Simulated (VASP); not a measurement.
# LiIn (Fd-3m) in VASP: a series of runs

One crystal, LiIn, is run at these levels: LDA; tasks: single point.

Everything below comes from runs of VASP 6.6.1. Logs are shortened: lines on timing, memory, paths and dates and some standing lists are left out, and cuts for length are marked.

## Step 1: The structure

Symmetry: Fd-3m, No. 227, cubic system. The conventional cell has a = 6.786 Å, b = 6.786 Å, c = 6.786 Å, α = 90.00°, β = 90.00°, γ = 90.00°. Li (site symmetry -43m) has 4 Li at 2.94 Å and 4 In at 2.94 Å as nearest neighbours. In (site symmetry -43m) is surrounded by 4 Li at 2.94 Å and 4 In at 2.94 Å.

## Step 2: Single point, LDA

INCAR reads:

```
PREC = Accurate
ENCUT = 520
EDIFF = 1E-7
ISMEAR = -1
SIGMA = 0.15
LREAL = False
LASPH = True
NELM = 100
ALGO = Fast
ISIF = 2
LWAVE = False
LCHARG = False
NBANDS = 24
```

KPOINTS reads:

```
regular mesh
0
Gamma
  4 4 4
```

POSCAR reads:

```
LiIn
1.0
    0.0000000000      3.3930000000      3.3930000000
    3.3930000000      0.0000000000      3.3930000000
    3.3930000000      3.3930000000      0.0000000000
Li In
2 2
Direct
    0.5000000000      0.5000000000      0.5000000000
    0.7500000000      0.7500000000      0.7500000000
    0.0000000000      0.0000000000      0.0000000000
    0.2500000000      0.2500000000      0.2500000000
```

Potentials or basis: VASP PAW LDA potentials, release 64 (Li_sv, In_d).

On the command line:

```sh
$ cat potpaw_LDA.64/Li_sv/POTCAR potpaw_LDA.64/In_d/POTCAR > POTCAR
$ mpirun -np 1 vasp_std > vasp.out
```

OUTCAR:

```text
PREC = Accurate
   ENCUT = 520
   EDIFF = 1E-7
   ISMEAR = -1
   LREAL = False
   LASPH = True
   NELM = 100
   ISIF = 2

 ion  position               nearest neighbor table
   1  0.500  0.500  0.500-   4 2.94   4 2.94   4 2.94   4 2.94
   2  0.750  0.750  0.750-   3 2.94   3 2.94   3 2.94   3 2.94
   3  0.000  0.000  0.000-   2 2.94   2 2.94   2 2.94   2 2.94   4 2.94   4 2.94   4 2.94   4 2.94

   4  0.250  0.250  0.250-   3 2.94   3 2.94   3 2.94   1 2.94   3 2.94   1 2.94   1 2.94   1 2.94

  LATTYP: Found a face centered cubic cell.
 ALAT       =     6.7860000000

  Lattice vectors:

 A1 = (   0.0000000000,   3.3930000000,   3.3930000000)
 A2 = (   3.3930000000,   0.0000000000,   3.3930000000)
 A3 = (   3.3930000000,   3.3930000000,   0.0000000000)

Analysis of symmetry for initial positions (statically):
=====================================================================
 Subroutine PRICEL returns:
 Original cell was already a primitive cell.

 Routine SETGRP: Setting up the symmetry group for a
 face centered cubic supercell.

 Subroutine GETGRP returns: Found 48 space group operations
 (whereof 24 operations were pure point group operations)
 out of a pool of 48 trial point group operations.

The static configuration has the point symmetry T_d .
 The point group associated with its full space group is O_h .

Analysis of symmetry for dynamics (positions and initial velocities):
=====================================================================
 Subroutine PRICEL returns:
 Original cell was already a primitive cell.

 Routine SETGRP: Setting up the symmetry group for a
 face centered cubic supercell.

 Subroutine GETGRP returns: Found 48 space group operations
 (whereof 24 operations were pure point group operations)
 out of a pool of 48 trial point group operations.

The dynamic configuration has the point symmetry T_d .
 The point group associated with its full space group is O_h .

 Subroutine INISYM returns: Found 48 space group operations
 (whereof 24 operations are pure point group operations),
 and found     1 'primitive' translations

----------------------------------------------------------------------------------------

                                     Primitive cell

  volume of cell :      78.1235

  direct lattice vectors                    reciprocal lattice vectors
     0.000000000  3.393000000  3.393000000    -0.147362216  0.147362216  0.147362216
     3.393000000  0.000000000  3.393000000     0.147362216 -0.147362216  0.147362216
     3.393000000  3.393000000  0.000000000     0.147362216  0.147362216 -0.147362216

  length of vectors
     4.798426617  4.798426617  4.798426617     0.255238846  0.255238846  0.255238846

  position of ions in fractional coordinates (direct lattice)
     0.500000000  0.500000000  0.500000000
     0.750000000  0.750000000  0.750000000
     0.000000000  0.000000000  0.000000000
     0.250000000  0.250000000  0.250000000

  ion indices of the primitive-cell ions
   primitive index   ion index
                 1           1
                 2           2
                 3           3
                 4           4

----------------------------------------------------------------------------------------

 KPOINTS: regular mesh

Automatic generation of k-mesh.
 Grid dimensions read from file:
 generate k-points for:    4    4    4

 Generating k-lattice:

  Cartesian coordinates                     Fractional coordinates (reciprocal lattice)
    -0.036840554  0.036840554  0.036840554     0.250000000  0.000000000  0.000000000
     0.036840554 -0.036840554  0.036840554     0.000000000  0.250000000  0.000000000
     0.036840554  0.036840554 -0.036840554     0.000000000  0.000000000  0.250000000

  Length of vectors
     0.063809711  0.063809711  0.063809711

  Shift w.r.t. Gamma in fractional coordinates (k-lattice)
     0.000000000  0.000000000  0.000000000

 Subroutine IBZKPT returns following result:
 ===========================================

 Found      8 irreducible k-points:

 Following reciprocal coordinates:
            Coordinates               Weight
  0.000000  0.000000  0.000000      1.000000
  0.250000  0.000000  0.000000      8.000000
  0.500000  0.000000  0.000000      4.000000
  0.250000  0.250000  0.000000      6.000000
  0.500000  0.250000  0.000000     24.000000
 -0.250000  0.250000  0.000000     12.000000
  0.500000  0.500000  0.000000      3.000000
 -0.250000  0.500000  0.250000      6.000000
   k-points           NKPTS =      8   k-points in BZ     NKDIM =      8   number of bands    NBANDS=     24
   number of dos      NEDOS =    301   number of ions     NIONS =      4
   total plane-waves  NPLWV =  46656
   dimension x,y,z NGX =    36 NGY =   36 NGZ =   36
   dimension x,y,z NGXF=    72 NGYF=   72 NGZF=   72
   ions per type =               2   2
   NGX,Y,Z   is equivalent  to a cutoff of  12.47, 12.47, 12.47 a.u.
   NGXF,Y,Z  is equivalent  to a cutoff of  24.95, 24.95, 24.95 a.u.
 SYSTEM =  unknown system
   PREC   = accura    normal or accurate (medium, high low for compatibility)
   ISTART =      0    job   : 0-new  1-cont  2-samecut
   ICHARG =      2    charge: 1-file 2-atom 10-const
   ISPIN  =      1    spin polarized calculation?
   LNONCOLLINEAR =      F non collinear calculations
   LSORBIT =      F    spin-orbit coupling
   LASPH  =      T    aspherical Exc in radial PAW
   ENCUT  =  520.0 eV  38.22 Ry    6.18 a.u.   8.92  8.92  8.92*2*pi/ulx,y,z
   NELM   =    100;   NELMIN=  2; NELMDL= -5     # of ELM steps
   EDIFF  = 0.1E-06   stopping-criterion for ELM
   LREAL  =      F    real-space projection
   EDIFFG = 0.1E-05   stopping-criterion for IOM
   NSW    =      0    number of steps for IOM
   IBRION =     -1    ionic relax: 0-MD 1-quasi-New 2-CG
   NFREE  =      0    steps in history (QN), initial steepest desc. (CG)
   ISIF   =      2    stress and relaxation
   ISYM   =      2    0-nonsym 1-usesym 2-fastsym
   POTIM  = 0.5000    time-step for ionic-motion
   TEBEG  =    0.0;   TEEND  =   0.0 temperature during run
   PSTRESS=    0.0 pullay stress
   NELECT =      32.0000    total number of electrons
   NUPDOWN=      -1.0000    fix difference up-down
   EMIN   =  10.00;   EMAX   =-10.00  energy-range for DOS
   EFERMI =   0.00;   METHOD = LEGACY
   ISMEAR =    -1;   SIGMA  =   0.15  broadening in eV -4-tet -1-fermi 0-gaus
   EFERMI_NEDOS =   21; number of points for ismear=-14 and -15
   IALGO  =     68    algorithm
   IMIX   =      4    mixing-type and parameters
     AMIX     =   0.40;   BMIX     =  1.00
     AMIX_MAG =   1.60;   BMIX_MAG =  1.00
  volume/ion in A,a.u.               =      19.53       131.80
  Fermi-wavevector in a.u.,A,eV,Ry     =   1.215806  2.297540 20.111919  1.478184
  Thomas-Fermi vector in A             =   2.351181
   LORBIT       =      0    0 simple, 1 ext, 2 COOP (PROOUT), +10 PAW based schemes
   GGA     = CA    functional components
   LHFCALC =     F    Hartree Fock is set to
   AEXX    =    0.0000 exact exchange contribution
   IVDW    =     0    specifies the selected vdW correction
   LEPSILON=     F    determine dielectric tensor
   LRPA    =     F    only Hartree local field effects (RPA)
 non-spin polarized calculation
 RMM-DIIS sequential band-by-band and
  energy-cutoff  :      520.00
  volume of cell :       78.12
 maximum number of plane-waves:      2120
   NGX = 17   NGY = 17   NGZ = 17

 number of electron      31.9999985 magnetization

 Free energy of the ion-electron system (eV)
  ---------------------------------------------------
  ext. energy  EPLUGINS =         0.00000000
  ---------------------------------------------------
  free energy    TOTEN  =       -11.69104216 eV

  energy without entropy =      -11.58388570  energy(sigma->0) =      -11.63746393

 E-fermi :   6.1571     XC(G=0):  -9.7316

 val. band max:        5.8840957032   @ k =   0.2500   0.0000   0.0000
 cond. band min:       6.2724525817   @ k =   0.5000   0.0000   0.0000
 fundamental gap:      0.3883568785
 Fermi energy:         6.1571109645

 k-point     1 :       0.0000    0.0000    0.0000
  band No.  band energies     occupation
      1     -40.3231      2.00000
      2     -40.3019      2.00000
      3      -8.9028      2.00000
      4      -8.9028      2.00000
      5      -8.9028      2.00000
      6      -8.8517      2.00000
[... 16 lines left out ...]
     23       9.6503      0.00000
     24      10.1744      0.00000

 k-point     2 :       0.2500    0.0000    0.0000
  band No.  band energies     occupation
      1     -40.3208      2.00000
      2     -40.3042      2.00000
      3      -8.9377      2.00000
      4      -8.9377      2.00000
      5      -8.8907      2.00000
      6      -8.7973      2.00000
[... 16 lines left out ...]
     23      10.7383      0.00000
     24      12.9532      0.00000

 k-point     3 :       0.5000    0.0000    0.0000
  band No.  band energies     occupation
      1     -40.3177      2.00000
      2     -40.3073      2.00000
      3      -8.9440      2.00000
      4      -8.9440      2.00000
      5      -8.8806      2.00000
      6      -8.7818      2.00000
[... 16 lines left out ...]
     23      13.1742      0.00000
     24      13.6843      0.00000

 k-point     4 :       0.2500    0.2500    0.0000
  band No.  band energies     occupation
      1     -40.3199      2.00000
      2     -40.3050      2.00000
      3      -8.9320      2.00000
      4      -8.9320      2.00000
      5      -8.9316      2.00000
      6      -8.7865      2.00000
[... 16 lines left out ...]
     23      11.7582      0.00000
     24      12.1650      0.00000

 k-point     5 :       0.5000    0.2500    0.0000
  band No.  band energies     occupation
      1     -40.3162      2.00000
      2     -40.3088      2.00000
      3      -8.9851      2.00000
      4      -8.9542      2.00000
      5      -8.8535      2.00000
      6      -8.7240      2.00000
[... 16 lines left out ...]
     23      13.5261      0.00000
     24      14.4369      0.00000

 k-point     6 :      -0.2500    0.2500    0.0000
  band No.  band energies     occupation
      1     -40.3177      2.00000
      2     -40.3072      2.00000
      3      -8.9743      2.00000
      4      -8.9657      2.00000
      5      -8.8338      2.00000
      6      -8.7737      2.00000
[... 16 lines left out ...]
     23      13.1241      0.00000
     24      14.5388      0.00000

 k-point     7 :       0.5000    0.5000    0.0000
  band No.  band energies     occupation
      1     -40.3125      2.00000
      2     -40.3125      2.00000
      3      -8.9578      2.00000
      4      -8.9578      2.00000
      5      -8.8370      2.00000
      6      -8.8370      2.00000
[... 16 lines left out ...]
     23      14.7976      0.00000
     24      14.8009      0.00000

 k-point     8 :      -0.2500    0.5000    0.2500
  band No.  band energies     occupation
      1     -40.3125      2.00000
      2     -40.3125      2.00000
      3      -8.9884      2.00000
      4      -8.9884      2.00000
      5      -8.7527      2.00000
      6      -8.7527      2.00000
[... 16 lines left out ...]
     23      13.8211      0.00000
     24      13.8212      0.00000

------------------------ aborting loop because EDIFF is reached ----------------------------------------

  FORCE on cell =-STRESS in cart. coord.  units (eV):
  Direction    XX          YY          ZZ          XY          YZ          ZX
  --------------------------------------------------------------------------------------
  -------------------------------------------------------------------------------------
  Total       -1.0961115     -1.0961115     -1.0961115      0.0000000      0.0000000      0.0000000
  in kB      -22.4793499    -22.4793499    -22.4793499      0.0000000      0.0000000      0.0000000
  external PRESSURE =     -22.4793499 kB  Pullay stress =       0.0000000 kB

 VOLUME and BASIS-vectors are now :
 -----------------------------------------------------------------------------
  energy-cutoff  :      520.00
  volume of cell :       78.12
      direct lattice vectors                 reciprocal lattice vectors
     0.000000000  3.393000000  3.393000000    -0.147362216  0.147362216  0.147362216
     3.393000000  0.000000000  3.393000000     0.147362216 -0.147362216  0.147362216
     3.393000000  3.393000000  0.000000000     0.147362216  0.147362216 -0.147362216

 POSITION                                       TOTAL-FORCE (eV/Angst)
 -----------------------------------------------------------------------------------
      3.39300      3.39300      3.39300        -0.000000     -0.000000     -0.000000
      5.08950      5.08950      5.08950         0.000000      0.000000      0.000000
      0.00000      0.00000      0.00000        -0.000000     -0.000000     -0.000000
      1.69650      1.69650      1.69650         0.000000      0.000000      0.000000
 -----------------------------------------------------------------------------------
    total drift:                                0.000000      0.000000      0.000000

  FREE ENERGIE OF THE ION-ELECTRON SYSTEM (eV)
  ---------------------------------------------------
  free  energy   TOTEN  =       -11.6910421552 eV

  energy  without entropy=      -11.5838857040  energy(sigma->0) =      -11.63746393
```

Run time: 26 s. Hardware: 1 thread of Intel Xeon 6975P-C (Granite Rapids), shared host; peak memory 0.17 GiB.

Results:

```
Free energy            : -11.6910 eV
Band gap on the k mesh : none (metal or under the smearing width)
```

Levels at points of the mesh, in eV from the Fermi level:
| k point | band 14 | band 15 | band 16 | band 17 | band 18 | band 19 |
| --- | --- | --- | --- | --- | --- | --- |
| (0.00, 0.00, 0.00) | 0.63 | 0.83 | 0.83 | 0.83 | 1.20 | 1.20 |
| (0.50, 0.00, 0.00) | -5.46 | -0.64 | -0.64 | 0.12 | 1.12 | 1.12 |
| (0.50, 0.50, 0.00) | -6.23 | -2.66 | -2.66 | 0.14 | 0.14 | 6.76 |

Caveat: the k mesh is coarse (spacing up to 0.40 Å⁻¹), so the values aren't converged; the cutoff is under 1.25 times the usual one of these potentials, so pressure, stress and relaxed cells hold a basis-set (Pulay) error.

(Continued in part 2 of 2.)
